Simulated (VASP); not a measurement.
Output of a VASP run:

File OSZICAR:
```
       N       E                     dE             d eps       ncg     rms          rms(c)
DAV:   1     0.394485870929E+03    0.39449E+03   -0.18517E+04  3024   0.149E+03
DAV:   2    -0.181822638197E+02   -0.41267E+03   -0.40580E+03  3968   0.437E+02
DAV:   3    -0.522526212118E+02   -0.34070E+02   -0.34038E+02  4304   0.128E+02
DAV:   4    -0.537730208073E+02   -0.15204E+01   -0.15196E+01  4416   0.235E+01
DAV:   5    -0.538151735850E+02   -0.42153E-01   -0.42151E-01  4232   0.307E+00    0.252E+01
DAV:   6    -0.442081945162E+02    0.96070E+01   -0.72942E+01  4944   0.794E+01    0.107E+01
DAV:   7    -0.440714555337E+02    0.13674E+00   -0.12914E+01  4040   0.280E+01    0.746E+00
DAV:   8    -0.438748374275E+02    0.19662E+00   -0.12523E+00  4160   0.115E+01    0.245E+00
DAV:   9    -0.438816568078E+02   -0.68194E-02   -0.17613E-01  3808   0.305E+00    0.105E+00
DAV:  10    -0.438701318851E+02    0.11525E-01   -0.84737E-02  4080   0.317E+00    0.222E-01
DAV:  11    -0.438697682899E+02    0.36360E-03   -0.46491E-03  3648   0.492E-01    0.640E-02
DAV:  12    -0.438697277465E+02    0.40543E-04   -0.31965E-04  3840   0.175E-01    0.356E-02
DAV:  13    -0.438697219416E+02    0.58049E-05   -0.16353E-04  4168   0.112E-01    0.160E-02
DAV:  14    -0.438697184686E+02    0.34730E-05   -0.30946E-05  4760   0.450E-02    0.622E-03
DAV:  15    -0.438697183434E+02    0.12524E-06   -0.42980E-06  3272   0.165E-02
   1 F= -.43869718E+02 E0= -.43869718E+02  d E =-.755308E-54
```

File OUTCAR:
```
------------------------ aborting loop because EDIFF is reached ----------------------------------------
  FORCE on cell =-STRESS in cart. coord.  units (eV):
  Direction    XX          YY          ZZ          XY          YZ          ZX
  --------------------------------------------------------------------------------------
  Total       -2.0027135     -3.0567963     -3.1294902     -1.3613073      1.0734811     -1.8020392
  in kB      -48.8866137    -74.6169739    -76.3914469    -33.2297682     26.2038759    -43.9881168
  external PRESSURE =     -66.6316782 kB  Pullay stress =       0.0000000 kB
  volume of cell :       65.64
      direct lattice vectors                 reciprocal lattice vectors
     2.848255000  1.644441000  2.335560000     0.175546080  0.101351564  0.142720946
    -2.848255000  1.644441000  2.335560000    -0.175546080  0.101351564  0.142720946
     0.000000000 -3.288882000  2.335560000     0.000000000 -0.202703127  0.142720946
 POSITION                                       TOTAL-FORCE (eV/Angst)
 -----------------------------------------------------------------------------------
      2.80066      1.55822      2.36637         0.279122      0.729043     -0.165493
     -0.02106      0.06488      3.59164         0.872159     -1.210413     -0.544160
     -1.32396      0.77392      4.45454        -1.735656      1.253091      1.548227
     -0.01148     -1.55433      4.57708         0.467179     -0.761475      0.078669
      1.40409      0.80175      4.66008         0.117196     -0.010247     -0.917242
 -----------------------------------------------------------------------------------
    total drift:                                0.001105     -0.000739      0.000476
  FREE ENERGIE OF THE ION-ELECTRON SYSTEM (eV)
  ---------------------------------------------------
  free  energy   TOTEN  =       -43.8697183434 eV

  energy  without entropy=      -43.8697183434  energy(sigma->0) =      -43.86971834
```
(Selected blocks of OUTCAR.)

### POSCAR
```
BaTiO3
1
    2.8482550000     1.6444410000     2.3355600000
   -2.8482550000     1.6444410000     2.3355600000
    0.0000000000    -3.2888820000     2.3355600000
Ba Ti O
1 1 3
Direct
 -0.0126960000   0.0040130000   0.0218730000
  0.5154800000   0.5228750000   0.4994500000
  0.4817780000   0.9466110000   0.4788790000
  0.4936960000   0.4977250000   0.9683130000
  0.9928320000   0.4998670000   0.5025750000
```

**Question.** Reconstruct the remaining input files.

**Answer.** This is not unique; one that fits is the input of the run itself, LDA (Ceperley-Alder, Perdew-Zunger), plane waves, VASP's LDA PAW potentials (set 64).

**KPOINTS**
```
Automatic mesh
0
G
  5 5 5
```

### INCAR
```
NELM = 100
SIGMA = 0.01   ! width (eV)
EDIFF = 1E-6   ! SCF stop (eV)
LASPH = T   ! aspherical one-centre terms
ENCUT = 400   ! plane-wave cut-off (eV)
SYSTEM = BaTiO3
LREAL = F   ! projection in real space or not
PREC = Accurate
LCHARG = F
LMAXMIX = 4   ! l cut-off of mixed one-centre charges
LWAVE = F
ISIF = 2
ALGO = Normal   ! blocked Davidson
ISMEAR = 0   ! Gaussian
```

POTCAR, in this order: Ba_sv Ti_sv O (LDA.64 set). Program: vasp_std.

At this cut-off the stress carries a Pulay error, which pulls relaxed volumes low.

The structure comes from a computed database's BaTiO3 entry; how it stands against other phases isn't given here. The cell was not relaxed at this level.
